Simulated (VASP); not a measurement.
```xyz
3
Lattice="0.0000 2.9475 2.9475 2.9475 0.0000 2.9475 2.9475 2.9475 0.0000" Properties=species:S:1:pos:R:3 pbc="T T T"
Pb     2.9475     2.9475     0.0000
F      1.4737     1.4737     1.4737
F      4.4212     4.4212     4.4212
```

Calculation: PBEsol GGA, VASP's PBE PAW potentials (set 64) (plane waves; VASP). Settings: 520 eV cut-off, 8×8×8 Γ-centred mesh, Gaussian smearing of 0.010 eV, potentials Pb_d F.

Unless said otherwise, spin-orbit coupling is left out, though it shifts the bands of the heavy elements here.

Q: What does the run give for the energy per atom (σ→0), band gap (on the k-mesh) with the smallest direct gap where there is one?

A: 
band gap (on the k-mesh): 4.30 eV
smallest direct gap (on the k-mesh): 4.45 eV
energy per atom (σ→0): -4.979 eV/atom

The compound is PbF2 in the fluorite structure, the β form. It was relaxed first.
